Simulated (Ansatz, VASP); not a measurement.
## RuBr2 (2H RuBr2 monolayer): VASP beside Ansatz

One calculation is typed for both programs; each brings its own data sets. How far apart do they land? The structure shown is the start of the Ansatz relaxation below; VASP solves that cell, so the two are compared at the walk's first step.

Calculated with Ansatz 0.2.0; plane waves, with VASP 6.6.1 beside it; single point at PBE, DFT+U.

### 1. The structure

The cell holds 3 atoms: 1 Ru and 2 Br. Cell: a = 3.389 Å, b = 3.389 Å, c = 16.450 Å, α = 90.0°, β = 90.0°, γ = 120.0°. As first built, before any earlier steps moved the atoms (in the runner's words): own sheet built from covalent radii; start for a relaxation. Vacuum lies along c.

Structure file:

```cif
data_structure
_symmetry_space_group_name_H-M 'P 1'
_symmetry_Int_Tables_number 1
_cell_length_a 3.3888
_cell_length_b 3.3888
_cell_length_c 16.4500
_cell_angle_alpha 90.000
_cell_angle_beta 90.000
_cell_angle_gamma 120.000
_cell_volume 163.61
loop_
_atom_site_label
_atom_site_type_symbol
_atom_site_fract_x
_atom_site_fract_y
_atom_site_fract_z
_atom_site_occupancy
Ru1 Ru 0.00000 0.00000 0.50000 1
Br2 Br 0.33333 0.66667 0.60472 1
Br3 Br 0.33333 0.66667 0.39528 1
```

### 2. Ansatz: relaxation, PBE, DFT+U

Ansatz runs on its default PAW (the set named soft_2) files.

The two programs are compared at the cell with which this relaxation starts, whose forces are those of its first step.

File input.yaml:

```yaml
crystal:
  lattice:
    - [3.38884, 0.0, 0.0]
    - [-1.69442, 2.934822, 0.0]
    - [0.0, 0.0, 16.45]
  atoms:
    - { symbol: Ru, position: [0.0, 0.0, 0.5], spin: 2.0 }
    - { symbol: Br, position: [0.33333333, 0.66666667, 0.60471691] }
    - { symbol: Br, position: [0.33333333, 0.66666667, 0.39528309] }
magnetization:
  spin_polarized: true
kpoints:
  mp_grid: { grid: [6, 6, 1] }
scf:
  occupations: { method: fermi_dirac, width: 0.05 }
  max_iter: 100
hamiltonian:
  xc: pbe
  hubbard: { sites: [{ species: Ru, l: d, u_eff: 1.0 }] }
relax:
  adjacent_minimum: "off"
  f_tol: 0.05
  max_steps: 40
  cell: { fix: [c, alpha, beta] }
```

Command:

```sh
ansatz run input.yaml --threads 4 --pin off --max-ram 10240MiB --backend cpu --events-out ev --progress --plain --runs-dir out
```

Numbers of over 12 decimals in the logs are rounded to 6 here.

The program printed:

```text
Ru: projections on atomic orbitals take those of the free atom [Ar 3d10] 4s2 4p6 4d7 5s1, of charge +0.00 (hamiltonian.pseudopotentials.projection_atoms); the dataset's partial waves leave at most 8.1e-6 of an orbital's norm unspanned inside its sphere
Br: projections on atomic orbitals take those of the free atom [Ar 3d10] 4s2 4p5, of charge +0.00 (hamiltonian.pseudopotentials.projection_atoms); the dataset's partial waves leave at most 2.8e-6 of an orbital's norm unspanned inside its sphere
Engine: ansatz 0.2.0, x86_64-unknown-linux-gnu
Pseudopotentials: kind: paw
Pseudopotential: Ru, paw, valence charge 16, recommended cutoff 420 eV (normal), Ru.paw.azcp
Pseudopotential: Br, paw, valence charge 7, recommended cutoff 420 eV (normal), Br.paw.azcp
Functional definition: PBE
  parameter kappa = 0.804
  parameter beta = 0.066725
  exchange = pbe_x(kappa = kappa, mu = beta*pi^2/3)
  correlation = pbe_c(beta = beta)
Crystal: 3 atoms, lattice volume = 163.606 Å³
Basis set: ecut = 420 eV, 3199 PW (Γ), exchange–correlation on 48×48×240 points (8 copies of the dense FFT grid, shifted against one another)
Bands: 20, of which v1, the nominal top of the filled ones, is band 15 counted from 1 (14 counted from 0)
Symmetry: 12 space group operations
Space group: P-6m2 (ITA 187), of the structure as read, at distance tolerance 5.5e-5 Å
Magnetic group: BNS 187.209 (UNI 1439), of the structure as read, at distance tolerance 5.5e-5 Å
k-points: 7 of 36 (time reversal used)
Non-local potential: Ru, projectors of the file, l = 0: 3, l = 1: 2, l = 2: 2, l = 3: 1
Non-local potential: Br, projectors of the file, l = 0: 2, l = 1: 2, l = 2: 2
PAW form: soft (Blöchl's): semilocal exchange-correlation on the pseudo side does not see the compensation charge
PAW one-centre angular grid: Ru, 590 points (default); XC on 64 Gauss nodes
PAW one-centre angular grid: Br, 110 points (default); XC on 64 Gauss nodes
Initial density: superposition of atomic densities (neutral atoms: chi_scale 0, normalization atom)
Starting moments: Σ|m| = 2 μB on 1 of 3 sites
Initial wavefunctions: pseudopotential atomic-orbital guess
Functional: x = pbe(κ = 0.804, μ = 0.219515), c = pbe(β = 0.066725)
SCF iter   1: F=—  HF=-11443.145288 eV  |F-HF|=—  |Δ(HF+E_count)|=         —  Δρ=2.39e-2 (↑9.35e-3 ↓2.39e-2)  dr2=1.33e0  dr2_m=2.19e-1  M=2.877 μB ∫|m|=2.880 μB  β_m=1.00  ethr=3.10e-3  ⟨swp⟩=9.5  Hψ=1756  notcnv=0
preconditioner: auto → none  [metal: Δε(μ)=0.083 eV  Ē_g=9.544 eV  σ=0.050 eV  W_gap=0.34  n_scr=10 (ndim 8)  ℏωp=13.6 eV  f_vac=0.574  D(μ)=5.58/eV (n_scr^D=54)  sad-step TF]
SCF iter   2: F=—  HF=-11443.091526 eV  |F-HF|=—  |Δ(HF+E_count)|=   5.38e-2  Δρ=1.13e-2 (↑5.73e-3 ↓1.13e-2)  dr2=2.88e-1  dr2_m=5.85e-2  M=3.347 μB ∫|m|=3.356 μB  β_m=1.00  ethr=3.10e-3  ⟨swp⟩=2.3  Hψ=505  notcnv=0
SCF iter   3: F=—  HF=-11443.094323 eV  |F-HF|=—  |Δ(HF+E_count)|=   2.80e-3  Δρ=4.52e-3 (↑4.06e-3 ↓4.52e-3)  dr2=2.86e-2  dr2_m=1.56e-2  M=3.601 μB ∫|m|=3.615 μB  β_m=1.00  ethr=9.61e-4  ⟨swp⟩=2.4  Hψ=501  notcnv=0
SCF iter   4: F=—  HF=-11443.127152 eV  |F-HF|=—  |Δ(HF+E_count)|=   3.28e-2  Δρ=2.62e-3 (↑2.62e-3 ↓2.21e-3)  dr2=8.36e-3  dr2_m=4.40e-3  M=3.733 μB ∫|m|=3.749 μB  β_m=1.00  ethr=9.53e-5  ⟨swp⟩=2.8  Hψ=560  notcnv=0  defer=1
SCF iter   5: F=—  HF=-11443.149517 eV  |F-HF|=—  |Δ(HF+E_count)|=   2.24e-2  Δρ=1.17e-3 (↑1.14e-3 ↓1.17e-3)  dr2=5.43e-4  dr2_m=1.43e-3  M=3.799 μB ∫|m|=3.818 μB  β_m=1.00  ethr=2.79e-5  ⟨swp⟩=2.0  Hψ=520  notcnv=0  defer=1
SCF iter   6: F=—  HF=-11443.164719 eV  |F-HF|=—  |Δ(HF+E_count)|=   1.52e-2  Δρ=1.03e-3 (↑9.42e-4 ↓1.03e-3)  dr2=1.28e-3  dr2_m=1.07e-3  M=3.852 μB ∫|m|=3.872 μB  β_m=0.30  ethr=1.81e-6  ⟨swp⟩=2.3  Hψ=527  notcnv=0  defer=1
Mixer restart at iter 6: flushing history
spin-set hold released at iteration 6 (site moments contracting): the magnetisation degrees of freedom join the quasi-Newton model from the next iteration; the mixer history was flushed
SCF iter   7: F=—  HF=-11443.174691 eV  |F-HF|=—  |Δ(HF+E_count)|=   9.97e-3  Δρ=1.03e-3 (↑1.03e-3 ↓8.12e-4)  dr2=4.39e-4  dr2_m=1.00e-3  M=3.866 μB ∫|m|=3.887 μB  β_m=0.65  ethr=1.81e-6  ⟨swp⟩=2.4  Hψ=529  notcnv=0  defer=1
SCF iter   8: F=—  HF=-11443.195227 eV  |F-HF|=—  |Δ(HF+E_count)|=   2.05e-2  Δρ=3.07e-3 (↑7.11e-4 ↓3.07e-3)  dr2=6.10e-2  dr2_m=3.24e-3  M=3.940 μB ∫|m|=3.961 μB  β_m=0.34  ethr=1.46e-6  ⟨swp⟩=3.0  Hψ=660  notcnv=0  defer=1  recentre
SCF iter   9: F=—  HF=-11443.186355 eV  |F-HF|=—  |Δ(HF+E_count)|=   8.87e-3  Δρ=6.42e-4 (↑6.42e-4 ↓6.17e-4)  dr2=5.39e-5  dr2_m=5.46e-4  M=3.912 μB ∫|m|=3.934 μB  β_m=0.63  ethr=1.46e-6  ⟨swp⟩=3.0  Hψ=703  notcnv=0  defer=1
SCF iter  10: F=—  HF=-11443.186860 eV  |F-HF|=—  |Δ(HF+E_count)|=   5.05e-4  Δρ=1.54e-4 (↑1.10e-4 ↓1.54e-4)  dr2=5.08e-6  dr2_m=2.17e-5  M=3.927 μB ∫|m|=3.950 μB  β_m=0.82  ethr=1.80e-7  ⟨swp⟩=2.6  Hψ=608  notcnv=0  defer=1
[...]
SCF iter   8: F=-11443.569873 eV  HF=-11443.569873 eV  |F-HF|=1.09e-7  |Δ(HF+E_count)|=   4.41e-7  Δρ=9.15e-6 (↑5.81e-6 ↓9.15e-6)  dr2=3.90e-8  dr2_m=8.01e-8  M=3.973 μB ∫|m|=3.996 μB  β_m=0.84  ethr=1.00e-9  ⟨swp⟩=3.8  Hψ=1196  notcnv=0
SCF iter   9: F=-11443.569873 eV  HF=-11443.569873 eV  |F-HF|=1.93e-9  |Δ(HF+E_count)|=   2.11e-7  Δρ=2.69e-6 (↑1.31e-6 ↓2.69e-6)  dr2=8.66e-9  dr2_m=3.64e-9  M=3.973 μB ∫|m|=3.996 μB  ethr=1.30e-10  ⟨swp⟩=2.1  Hψ=1008  notcnv=0
SCF 3 converged in 9 iterations: F = -11443.569873 eV  dr2 = 8.66e-9
relax step   3: F+E_penalty+E_count = -11443.56987334 eV  Δ(F+E_penalty+E_count) = -5.186e-2 eV  max|allowed force component| = 1.130e-1 eV/Å  Δτ_max = 0.1182 Å  P = +0.068 GPa  Ω = 192.957 Å³  energy of the carried Pulay correction = -1.940e-3 eV  fix = [c, alpha, beta]  reactions: c +0.316 GPa  (9 SCF iters, dr2 threshold 3.00e-7 eV, accepted)
[...]
relax step   4: F+E_penalty+E_count = -11443.57291268 eV  Δ(F+E_penalty+E_count) = -3.039e-3 eV  max|allowed force component| = 3.068e-3 eV/Å  Δτ_max = 0.0233 Å  P = -0.000 GPa  Ω = 190.758 Å³  energy of the carried Pulay correction = -1.805e-3 eV  fix = [c, alpha, beta]  reactions: c -0.013 GPa  (8 SCF iters, dr2 threshold 3.00e-7 eV, accepted)
[...]
relax step   5: F+E_penalty+E_count = -11443.57565454 eV  Δ(F+E_penalty+E_count) = -2.742e-3 eV  max|allowed force component| = 3.051e-3 eV/Å  Δτ_max = 0.0000 Å  P = +0.026 GPa  Ω = 190.758 Å³  fix = [c, alpha, beta]  reactions: c -0.009 GPa  stress off target by 4.31e-2 GPa on what of the cell is left free  SCF on the basis re-selected at this cell (its energy is not comparable with the rows above)  (8 SCF iters)
basis re-selected at this cell: Δ(F+E_penalty+E_count) = -2.742e-3 eV, ΔP = +0.026 GPa vs the last step (what re-selecting the basis moved, of the pressure what is left beyond the Pulay correction that the steps carried, after the strain that the cell walked since its last selection, with what the two solves' SCF thresholds leave and, on support functions, any second-order correction that the steps lacked; it is no measure of the basis error at this ecutwfc). The dense FFT grid was sized anew with the basis: this SCF ran on 25×25×120 points, the steps before it on 24×24×120, so part of this shift can come from that change (see relax.cell in the input reference). [rest of the remark cut]
SCF converged after 8 iterations
Magnetization: 3.9872 μB (16.9936 up, 13.0064 down)
Absolute magnetization: 4.0084 μB (∫|ρ↑−ρ↓|, with the PAW one-centre terms)
Spin contamination: 0.0112 ħ² per cell (⟨S²⟩ above its minimum at these occupations)
Per-site moments (μB) at R_I (Å): [(2.958309, 1.128573), (0.305289, 1.128573), (0.305289, 1.128573)]
Free energy (F): -11443.575655 eV
Harris-Foulkes:  -11443.575655 eV  (|F-HF|=5.46e-12)
Internal energy: -11443.572751 eV  (E = F + TS)
E sigma→0 (E₀):  -11443.574203 eV
Entropy (-TS):   -0.002904 eV (-0.968 meV/atom)
Fermi energy:    -0.478469 eV
--- Per-component energies (eV) ---
  E_band       = -528.445966
  E_kinetic    = 776.272175
  E_local      = -12672.413946  (includes V_loc(G=0)·N_el)
  E_nonlocal   = 490.919807
  E_hartree    = 5784.126589
  E_xc         = -714.753669
  E_vxc        = -439.969101  (∫ρ·V_xc dr)
  E_hubbard    = 0.563270  (on-site DFT+U / exact-exchange correction)
  E_vhub       = -2.296843  (the Hubbard potential's part of the band-sum identity)
  E_paw        = -7957.400992  (= ΣΔE_a)
  E_vpaw       = -249.210946  (= ΣTr[D̂ρ^β])
  E_aug_tail   = -0.000172  (compensation charges beyond the density's cutoff)
  E_ewald      = 2849.114188
  E_smearing   = -0.002904  (= −TS)
  E_closure    = 0.000000  (closes the sum)
  Σ components = -11443.575655   (vs F -11443.575655, Δ=0.00e0)
--- Forces (eV/Å), atoms counted from 1 ---
  atom   1  Ru     0.00000000     0.00000000     0.00000000
  atom   2  Br    -0.00000000     0.00000000    -0.00305055
  atom   3  Br     0.00000000     0.00000000     0.00305055
  max |Σ_I F_I| component: 1.20e-16 eV/Å
--- Stress (GPa, compression-positive) ---
        0.043133       0.000000       0.000000
        0.000000       0.043133       0.000000
        0.000000       0.000000      -0.008737
  P = ⅓ Tr σ = 0.0258 GPa (0.258 kbar)
Occupation matrices written to <dir>
--- Relaxed structure (4 steps of the walk, 4 accepted, 1 SCFs on fresh bases) ---
  F+E_penalty+E_count = -11443.57565454 eV   max|allowed force component| = 3.051e-3 eV/Å   (the final SCF, on the basis selected at the relaxed cell)
  cell:  # Å, volume = 190.7583 Å³
    - [3.659261, 0, 0.0]
    - [-1.829631, 3.169013, 0.0]
    - [0.0, 0.0, 16.45]
  atoms:
    - { symbol: Ru, position: [3.7007434429898756e-17, 3.289549685743081e-17, 0.5] }
    - { symbol: Br, position: [0.333333, 0.666667, 0.605676] }
    - { symbol: Br, position: [0.333333, 0.666667, 0.394324] }
```

In the SCF lines HF is the Harris–Foulkes energy and dr2 the Hartree energy of the density residual, in eV; the loop may stop once dr2 is under the threshold and the program's other checks hold. Hψ counts applications of the Hamiltonian.

[end of part 1 of 2]

[Lines on the potential files, build, host, timing and source positions are cut from VASP's logs without a mark.]

[Logs are printed without paths, hosts, clocks, repeated set-up lines and the standing remarks that a program may print on its own settings, such as how far it seeks lower states.]

[Hosts, paths, dates, database ids (printed as entryN), source tags and the programs' standing remarks are cut or masked in the printed files.]
